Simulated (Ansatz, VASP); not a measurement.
# MoPt in two plane-wave programs

Aim: how closely do two programs agree when they are given the same cell, functional and k mesh? The cell is taken from a series of runs on this material, whose earlier steps may have relaxed, scaled, displaced or heated it; both programs get it as it stands.

Method: plane waves, with VASP 6.6.1 beside it; single point at LDA, in Ansatz 0.2.0.

## (1) Starting point

Symmetry: Pmma, No. 51, orthorhombic system. The conventional cell has a = 4.477 Å, b = 2.734 Å, c = 4.958 Å, α = 90.00°, β = 90.00°, γ = 90.00°. Pt has 4 Pt at 2.73 to 2.76 Å and 8 Mo at 2.76 to 2.84 Å nearest. Nearest to Mo lie 4 Mo at 2.73 to 2.75 Å and 8 Pt at 2.76 to 2.84 Å. Farther neighbours are not listed.

## (2) VASP: single point, LDA

A single point gives forces, pressure and levels at one fixed geometry, so differences don't come from the geometry; what else differs is listed under the comparison.

Lines of VASP's logs that name or quote its potential files are left out, and so is its time.

Contents of INCAR:

```
SYSTEM = MoPt
PREC = Accurate
ENCUT = 500
EDIFF = 1E-06
NELM = 120
ISMEAR = -1
SIGMA = 0.05
LREAL = .FALSE.
ALGO = Normal
GGA = PW92
NBANDS = 30
LASPH = .TRUE.
LORBIT = 11
LWAVE = .FALSE.
LCHARG = .FALSE.
ISIF = 2
GGA_COMPAT = .FALSE.
```

Contents of POSCAR:

```
MoPt
1.0
    4.4766149300      0.0000000000      0.0000000000
    0.0000000000      2.7337349800      0.0000000000
    0.0000000000      0.0000000000      4.9584025000
Pt Mo
2 2
Direct
    0.7500000000      0.5000000000      0.3372710500
    0.2500000000      0.5000000000      0.6627289500
    0.7500000000      0.0000000000      0.8382496300
    0.2500000000      0.0000000000      0.1617503700
```

Contents of KPOINTS:

```
Automatic mesh
0
Gamma
8 12 8
0 0 0
```

PAW data sets: Pt and Mo_sv (LDA family, release 64).

The run is started by

```bash
> mpirun -np 1 vasp_std
```

Numbers of over 12 decimals in the logs are rounded to 6 here.

What it wrote:

```text
[banner, memory and clock lines left out]
running    1 mpi-ranks, on    1 nodes
 distrk:  each k-point on    1 cores,    1 groups
 distr:  one band on    1 cores,    1 groups

 POSCAR found type information on POSCAR PtMo
 POSCAR found :  2 types and       4 ions
|                                                                             |
|               ----> ADVICE to this user running VASP <----                  |
|                                                                             |
|     You enforced a specific xc type in the INCAR file but a different       |
|     [... a line on the potential file left out ...]
|     I HOPE YOU KNOW WHAT YOU ARE DOING!                                     |
|                                                                             |

 LDA part: xc-table for (Slater(with rela. corr.)+PW92), standard interpolation
 POSCAR, INCAR and KPOINTS ok, starting setup
 FFT: planning ... GRIDC
 FFT: planning ... GRID_SOFT
 FFT: planning ... GRID
 WAVECAR not read
 entering main loop
       N       E                     dE             d eps       ncg     rms          rms(c)
DAV:   1     0.470533074227E+03    0.47053E+03   -0.27283E+04 10508   0.159E+03
DAV:   2    -0.269089834598E+02   -0.49744E+03   -0.47898E+03 11574   0.464E+02
DAV:   3    -0.434196214133E+02   -0.16511E+02   -0.15887E+02 13108   0.808E+01
DAV:   4    -0.436507932338E+02   -0.23117E+00   -0.23045E+00 11158   0.873E+00
DAV:   5    -0.436539490965E+02   -0.31559E-02   -0.31548E-02 12144   0.102E+00    0.264E+01
DAV:   6    -0.413676509805E+02    0.22863E+01   -0.90175E+00 10970   0.201E+01    0.118E+01
DAV:   7    -0.412756329719E+02    0.92018E-01   -0.57521E+00 11806   0.172E+01    0.555E+00
DAV:   8    -0.406756712634E+02    0.59996E+00   -0.17467E+00 11386   0.963E+00    0.184E+00
DAV:   9    -0.406609125434E+02    0.14759E-01   -0.52712E-02 11968   0.177E+00    0.436E-01
DAV:  10    -0.406604390371E+02    0.47351E-03   -0.23252E-03 11450   0.357E-01    0.126E-01
DAV:  11    -0.406604333125E+02    0.57246E-05   -0.13246E-04 12068   0.756E-02    0.292E-02
DAV:  12    -0.406604283362E+02    0.49763E-05   -0.37593E-05 11008   0.460E-02    0.914E-03
DAV:  13    -0.406604281140E+02    0.22226E-06   -0.12654E-06  6440   0.909E-03
   1 F= -.40660428E+02 E0= -.40646230E+02  d E =-.283959E-01
```

From OUTCAR (step 2):

```text
ion  position               nearest neighbor table
   1  0.750  0.500  0.337-   2 2.76   2 2.76   4 2.76   4 2.76   4 2.76   4 2.76   3 2.83   3 2.83
                             3 2.84   3 2.84
   2  0.250  0.500  0.663-   1 2.76   1 2.76   3 2.76   3 2.76   3 2.76   3 2.76   4 2.83   4 2.83
                             4 2.84   4 2.84
   3  0.750  0.000  0.838-   4 2.75   4 2.75   2 2.76   2 2.76   2 2.76   2 2.76   1 2.83   1 2.83
                             1 2.84   1 2.84
   4  0.250  0.000  0.162-   3 2.75   3 2.75   1 2.76   1 2.76   1 2.76   1 2.76   2 2.83   2 2.83
                             2 2.84   2 2.84

  LATTYP: Found a simple orthorhombic cell.
 ALAT       =     2.7337349800
 B/A-ratio  =     1.6375453227
 C/A-ratio  =     1.8137831707

 Subroutine GETGRP returns: Found  8 space group operations
 (whereof  4 operations were pure point group operations)

The static configuration has the point symmetry C_2h.
 The point group associated with its full space group is D_2h.

 Found    175 irreducible k-points:

   k-points           NKPTS =    175   k-points in BZ     NKDIM =    175   number of bands    NBANDS=     30

   dimension x,y,z NGX =    36 NGY =   20 NGZ =   36
   dimension x,y,z NGXF=    72 NGYF=   40 NGZF=   72

   ENCUT  =  500.0 eV  36.75 Ry    6.06 a.u.   8.16  4.98  9.04*2*pi/ulx,y,z

   NELECT =      48.0000    total number of electrons

 k-points in reciprocal lattice and weights: Automatic mesh
   0.00000000  0.00000000  0.00000000       0.001
   0.12500000  0.00000000  0.00000000       0.003
   0.25000000  0.00000000  0.00000000       0.003
   0.37500000  0.00000000  0.00000000       0.003
   0.50000000  0.00000000  0.00000000       0.001
   0.00000000  0.08333333  0.00000000       0.003
   0.12500000  0.08333333  0.00000000       0.005
   0.25000000  0.08333333  0.00000000       0.005
   0.37500000  0.08333333  0.00000000       0.005
[...]
0.37500000  0.50000000  0.50000000       0.003
   0.50000000  0.50000000  0.50000000       0.001

 average (electrostatic) potential at core
       1 -62.6040       2 -62.6040       3 -69.6253       4 -69.6253

 E-fermi :  12.2914

 k-point     1 :       0.0000    0.0000    0.0000
  band No.  band energies     occupation
    ...
     20       9.9566      2.00000
     21      10.0407      2.00000
     22      10.5166      2.00000
     23      10.5281      2.00000
     24      10.8812      2.00000
     25      12.6582      0.00130
     26      13.8778      0.00000
     27      13.9993      0.00000
     28      14.2626      0.00000
     29      14.8340      0.00000
    ...

 k-point     2 :       0.1250    0.0000    0.0000
  band No.  band energies     occupation
    ...
     21      10.1513      2.00000
     22      10.2760      2.00000
     23      11.0160      2.00000
     24      11.1517      2.00000
     25      12.1465      1.89552
     26      13.8295      0.00000
     27      13.9542      0.00000
     28      14.3003      0.00000
     29      14.8737      0.00000
     30      14.8980      0.00000

 k-point     3 :       0.2500    0.0000    0.0000
  band No.  band energies     occupation
    ...
     21       9.8452      2.00000
     22      10.3292      2.00000
     23      11.2309      2.00000
     24      11.6489      1.99999
     25      11.9814      1.99595
     26      13.6317      0.00000
     27      13.8565      0.00000
     28      14.3792      0.00000
     29      14.4492      0.00000
     30      14.9280      0.00000

  Total       -3.7484169     -3.6969425     -3.9362811      0.0000000      0.0000000     -0.0000000
  in kB      -98.9715878    -97.6124802   -103.9318737      0.0000000      0.0000000     -0.0000000
  external PRESSURE =    -100.1719806 kB  Pullay stress =       0.0000000 kB

  energy-cutoff  :      500.00
  volume of cell :       60.68
      direct lattice vectors                 reciprocal lattice vectors
     4.476614930  0.000000000  0.000000000     0.223383073  0.000000000  0.000000000
     0.000000000  2.733734980  0.000000000     0.000000000  0.365799906  0.000000000
     0.000000000  0.000000000  4.958402500     0.000000000  0.000000000  0.201677859

 POSITION                                       TOTAL-FORCE (eV/Angst)
 -----------------------------------------------------------------------------------
      3.35746      1.36687      1.67233         0.000000     -0.000000     -0.109899
      1.11915      1.36687      3.28608         0.000000      0.000000      0.109899
      3.35746      0.00000      4.15638         0.000000     -0.000000     -0.118741
      1.11915      0.00000      0.80202        -0.000000     -0.000000      0.118741
 -----------------------------------------------------------------------------------
    total drift:                                0.000000     -0.000000     -0.000000

  FREE ENERGIE OF THE ION-ELECTRON SYSTEM (eV)
  ---------------------------------------------------
  free  energy   TOTEN  =       -40.6604281140 eV

  energy  without entropy=      -40.6320322295  energy(sigma->0) =      -40.64623017

 total charge
# of ion       s       p       d       tot
------------------------------------------
    1        0.748   0.763   7.990   9.502
    2        0.748   0.763   7.990   9.502
    3        2.339   6.183   3.890  12.412
    4        2.339   6.183   3.890  12.412
--------------------------------------------------
tot          6.174  13.893  23.761  43.828

[... 3 further parts left out ...]
```

The run ends at a pressure of -10.02 GPa, with forces up to 0.12 eV/Å.

## (3) Ansatz: single point, LDA

Ansatz runs on its default PAW (the set named soft_2) files.

The same cell, functional (in two slightly different forms), mesh and smearing now go to Ansatz, which takes its cutoff from its data sets.

Contents of input.yaml:

```yaml
crystal:
  lattice:
    - [4.47661493, 0.0, 0.0]
    - [0.0, 2.73373498, 0.0]
    - [0.0, 0.0, 4.9584025]
  atoms:
    - { symbol: Pt, position: [0.75, 0.5, 0.33727105] }
    - { symbol: Pt, position: [0.25, 0.5, 0.66272895] }
    - { symbol: Mo, position: [0.75, 0.0, 0.83824963] }
    - { symbol: Mo, position: [0.25, 0.0, 0.16175037] }
kpoints:
  mp_grid: { grid: [8, 12, 8] }
  band_path:
    path:
      - [0.0, 0.0, 0.0]
      - [0.5, 0.0, 0.0]
      - [0.5, 0.5, 0.0]
      - [0.0, 0.5, 0.0]
      - [0.0, 0.0, 0.0]
      - [0.0, 0.0, 0.5]
      - [0.5, 0.0, 0.5]
      - [0.5, 0.5, 0.5]
      - [0.0, 0.5, 0.5]
      - [0.0, 0.0, 0.5]
    npoints: 5
scf:
  occupations: { method: fermi_dirac, width: 0.05 }
  n_extra_bands: 10
hamiltonian:
  xc: lda
  pseudopotentials: { kind: paw }
output:
  forces: true
  stress: true
  dos:
    projected: true
    de: 0.05
    e_range: [-30, 12]
    nscf_kmesh: { grid: [12, 18, 10] }
  fatbands: true
  eigenstates:
    kpoints:
      - [0.0, 0.0, 0.0]
      - [0.0, 0.04093808, 0.04286992]
      - [0.0, 0.08187617, 0.08573983]
      - [0.0, 0.12281425, 0.12860975]
      - [0.0, 0.16375233, 0.17147967]
      - [0.0, 0.20469042, 0.21434958]
      - [0.0, 0.2456285, 0.2572195]
      - [0.0, 0.28656658, 0.30008942]
      - [0.0, 0.32750467, 0.34295933]
      - [0.0, 0.36844275, 0.38582925]
      - [0.0, 0.40938083, 0.42869917]
      - [0.0, 0.45031892, 0.47156908]
      - [0.0, 0.491257, -0.485561]
      - [0.0, 0.463965, -0.39982133]
      - [0.0, 0.436673, -0.31408167]
      - [0.0, 0.409381, -0.228342]
      - [0.0, 0.382089, -0.14260233]
      - [0.0, 0.354797, -0.05686267]
      - [0.0, 0.327505, 0.028877]
      - [0.0, 0.30411179, -0.04461421]
      - [0.0, 0.28071857, -0.11810543]
      - [0.0, 0.25732536, -0.19159664]
      - [0.0, 0.23393214, -0.26508786]
      - [0.0, 0.21053893, -0.33857907]
      - [0.0, 0.18714571, -0.41207029]
      - [0.0, 0.1637525, -0.4855615]
      - [0.0, 0.14035929, 0.44094729]
      - [0.0, 0.11696607, 0.36745607]
      - [0.0, 0.09357286, 0.29396486]
      - [0.0, 0.07017964, 0.22047364]
      - [0.0, 0.04678643, 0.14698243]
      - [0.0, 0.02339321, 0.07349121]
      - [0.08333333, 0.0, 0.0]
      - [0.16666667, 0.0, 0.0]
      - [0.25, 0.0, 0.0]
      - [0.33333333, 0.0, 0.0]
      - [0.41666667, 0.0, 0.0]
      - [0.5, 0.0, 0.0]
      - [0.5, 0.04093808, 0.04286992]
      - [0.5, 0.08187617, 0.08573983]
      - [0.5, 0.12281425, 0.12860975]
      - [0.5, 0.16375233, 0.17147967]
      - [0.5, 0.20469042, 0.21434958]
      - [0.5, 0.2456285, 0.2572195]
      - [0.5, 0.28656658, 0.30008942]
      - [0.5, 0.32750467, 0.34295933]
      - [0.5, 0.36844275, 0.38582925]
      - [0.5, 0.40938083, 0.42869917]
      - [0.5, 0.45031892, 0.47156908]
      - [0.5, 0.491257, -0.485561]
      - [0.5, 0.463965, -0.39982133]
      - [0.5, 0.436673, -0.31408167]
      - [0.5, 0.409381, -0.228342]
      - [0.5, 0.382089, -0.14260233]
      - [0.5, 0.354797, -0.05686267]
      - [0.5, 0.327505, 0.028877]
    e_range: [-9.0, 4.0]
    unfold: { supercell_matrix: [[0, 0, 1], [1, 0, 0], [1, 2, 0]] }
```

The run is started by

```bash
> ansatz run input.yaml --threads 4 --pin off --max-ram 8192MiB --backend cpu --events-out ev --progress --plain --runs-dir out
```

What it wrote:

```text
scf.n_extra_bands = 10 over 32 filled bands (N_el = 64.0): the run solves 42 bands
Engine: ansatz 0.2.0, x86_64-unknown-linux-gnu
Pseudopotentials: kind: paw
Pseudopotential: Pt, paw, valence charge 18, recommended cutoff 420 eV (normal), Pt.paw.azcp
Pseudopotential: Mo, paw, valence charge 14, recommended cutoff 420 eV (normal), Mo.paw.azcp
Functional definition: SPW92
  exchange = slater_x
  correlation = pw_c
Crystal: 4 atoms, lattice volume = 60.680 Å³
Basis set: ecut = 420 eV, 1195 PW (Γ)
Bands: 42, of which v1, the nominal top of the filled ones, is band 32 counted from 1 (31 counted from 0)
Symmetry: 8 space group operations
Space group: Pmma (ITA 51), of the structure as read, at distance tolerance 3.9e-5 Å
k-points: 175 of 768
Non-local potential: Pt, projectors of the file, l = 0: 3, l = 1: 2, l = 2: 2, l = 3: 1
Non-local potential: Mo, projectors of the file, l = 0: 3, l = 1: 2, l = 2: 2, l = 3: 1
PAW form: soft (Blöchl's): semilocal exchange-correlation on the pseudo side does not see the compensation charge
PAW frozen core: Pt, regenerated for the run's functional, and the local potential with it (the file was generated under x = pbe(κ = 0.804, μ = 0.219515), c = pbe(β = 0.066725))
PAW frozen core: Mo, regenerated for the run's functional, and the local potential with it (the file was generated under x = pbe(κ = 0.804, μ = 0.219515), c = pbe(β = 0.066725))
PAW one-centre angular grid: Pt, 590 points (default); XC on 64 Gauss nodes
PAW one-centre angular grid: Mo, 590 points (default); XC on 64 Gauss nodes
Initial density: superposition of atomic densities (neutral atoms: chi_scale 0, normalization atom), corrected by the library's trained network
Initial wavefunctions: pseudopotential atomic-orbital guess
Functional: x = slater, c = lda
SCF iter   1: F=—  HF=-34177.136761 eV  |F-HF|=—  |Δ(HF+E_count)|=         —  Δρ=1.27e-2  dr2=9.37e-2  ethr=1.77e-3  ⟨swp⟩=5.9  Hψ=26628  notcnv=0  defer=92
preconditioner: auto → Kerker (q_TF=auto, 2.753 Å⁻¹)  [metal: Δε(μ)=0.011 eV  Ē_g=7.715 eV  σ=0.050 eV  W_gap=0.05  n_scr=20 (ndim 8)  ℏωp=27.0 eV  f_vac=0.000  D(μ)=3.40/eV (n_scr^D=38)]
SCF iter   2: F=—  HF=-34177.128965 eV  |F-HF|=—  |Δ(HF+E_count)|=   7.80e-3  Δρ=6.44e-3  dr2=2.19e-2  ethr=1.46e-4  ⟨swp⟩=1.1  Hψ=8775  notcnv=0  defer=209
SCF iter   3: F=—  HF=-34177.126552 eV  |F-HF|=—  |Δ(HF+E_count)|=   2.41e-3  Δρ=7.76e-4  dr2=1.97e-4  ethr=3.43e-5  ⟨swp⟩=1.5  Hψ=7492  notcnv=0  defer=209
SCF iter   4: F=—  HF=-34177.126543 eV  |F-HF|=—  |Δ(HF+E_count)|=   9.23e-6  Δρ=1.28e-4  dr2=1.53e-5  ethr=3.08e-7  ⟨swp⟩=2.4  Hψ=11803  notcnv=0  defer=209
SCF iter   5: F=—  HF=-34177.126541 eV  |F-HF|=—  |Δ(HF+E_count)|=   2.56e-6  Δρ=2.94e-5  dr2=3.75e-7  ethr=2.39e-8  ⟨swp⟩=1.2  Hψ=7053  notcnv=0  defer=209
SCF iter   6: F=-34177.126540 eV  HF=-34177.126540 eV  |F-HF|=5.98e-9  |Δ(HF+E_count)|=   7.88e-8  Δρ=5.78e-6  dr2=1.44e-8  ethr=1.56e-10  ⟨swp⟩=8.2  Hψ=26846  notcnv=0
SCF 1 converged in 6 iterations: F = -34177.126540 eV  dr2 = 1.44e-8
  greatest PAW one-centre occupation: 1.000 electrons in one spin orbital (limit 2), on the Pt atom at site 1 (counted from 0), in its partial waves of l = 0
NSCF: frozen V_eff on 46 k-points
NSCF: frozen V_eff on 420 k-points
[...]
SCF converged after 6 iterations
Free energy (F): -34177.126540 eV
Harris-Foulkes:  -34177.126540 eV  (|F-HF|=5.98e-9)
Internal energy: -34177.098298 eV  (E = F + TS)
E sigma→0 (E₀):  -34177.112419 eV
Entropy (-TS):   -0.028243 eV (-7.061 meV/atom)
Fermi energy:    22.495039 eV
--- Per-component energies (eV) ---
  E_band       = -388.496933
  E_kinetic    = 2159.000453
  E_local      = -4614.570832  (includes V_loc(G=0)·N_el)
  E_nonlocal   = 704.534815
  E_hartree    = 1655.757471
  E_xc         = -887.640170
  E_vxc        = -1065.402409  (∫ρ·V_xc dr)
  E_paw        = -24532.729731  (= ΣΔE_a)
  E_vpaw       = -883.568503  (= ΣTr[D̂ρ^β])
  E_aug_tail   = 0.000392  (compensation charges beyond the density's cutoff)
  E_ewald      = -8663.324067
  E_core_change = 1.873371  (= ΣΔE_core)
  E_smearing   = -0.028243  (= −TS)
  E_closure    = 0.000000  (closes the sum)
  Σ components = -34177.126540   (vs F -34177.126540, Δ=0.00e0)
--- Forces (eV/Å), atoms counted from 1 ---
  atom   1  Pt     0.00000000     0.00000000    -0.11640547
  atom   2  Pt     0.00000000     0.00000000     0.11640547
  atom   3  Mo     0.00000000     0.00000000    -0.11963584
  atom   4  Mo     0.00000000     0.00000000     0.11963584
  max |Σ_I F_I| component: 1.39e-17 eV/Å
--- Stress (GPa, compression-positive) ---
      -10.638745       0.000000       0.000000
        0.000000     -10.494836       0.000000
        0.000000       0.000000     -11.103420
  P = ⅓ Tr σ = -10.7457 GPa (-107.457 kbar)
--- Band table (eV; the first three rows and the last of 175) ---
  k-point 0: bands = [... 28 lower, 20.2506, 20.7036, 20.7301, 21.0858, 22.8296, 24.0816, 24.2031, 24.4647, ... 6 higher]
  k-point 1: bands = [... 28 lower, 20.2116, 20.4806, 20.7359, 21.0205, 22.2114, 24.2054, 24.3346, 24.8614, ... 6 higher]
  k-point 2: bands = [... 28 lower, 20.1099, 20.1586, 20.6123, 20.8319, 21.4931, 24.0104, 24.0512, 24.2108, ... 6 higher]
  k-point 174: bands = [... 28 lower, 22.0092, 22.0092, 23.0975, 23.0975, 23.0987, 23.0987, 24.8043, 24.8043, ... 6 higher]
```

Reading the cycles: dr2 is the Hartree energy of the density residual (eV), the measure of convergence; HF is the Harris–Foulkes estimate of the energy, which meets the free energy F at convergence.

## (4) Comparison

Known differences besides the potentials themselves: the data sets hold 64 valence electrons in Ansatz (on its default PAW (the set named soft_2) files) and 48 in VASP; the cutoff is 420 eV in Ansatz and 500 eV in VASP; VASP's log shows a relativistic correction to its local exchange, Ansatz's none. Total energies have different zeros and are not compared.

The two programs side by side:

```csv
quantity,Ansatz,VASP,difference
pressure (GPa),-10.75,-10.02,-0.73
```

Forces (eV/Å; atoms numbered as in POSCAR):

```csv
atom,"Ansatz x, y, z","VASP x, y, z"
Pt1,"0.000, 0.000, -0.116","0.000, 0.000, -0.110"
Pt2,"0.000, 0.000, 0.116","0.000, 0.000, 0.110"
Mo3,"0.000, 0.000, -0.120","0.000, 0.000, -0.119"
Mo4,"0.000, 0.000, 0.120","0.000, 0.000, 0.119"
```

The forces differ by 2.7 meV/Å r.m.s., which is 4.1 % of the r.m.s. force of 0.066 eV/Å (both taken over all components).

## (5) Outcome

```
r.m.s. force difference (single point, LDA) : 2.7 meV/Å
difference in pressure (single point, LDA)  : -0.73 GPa
```

The difference in pressure is -0.73 GPa (single point, LDA), within the 1 GPa picked in this series as the mark of a large difference. The data sets hold unlike numbers of valence electrons (64 in Ansatz and 48 in VASP), so part of the differences comes from the potentials. How closely two codes agree says nothing of how well the functional describes the real material.

[Lines on the potential files, build, host, timing and source positions are cut from VASP's logs without a mark.]

[Logs are printed without paths, hosts, clocks, repeated set-up lines and the standing remarks that a program may print on its own settings, such as how far it seeks lower states.]

[Hosts, paths, dates, database ids (printed as entryN), source tags and the programs' standing remarks are cut or masked in the printed files.]
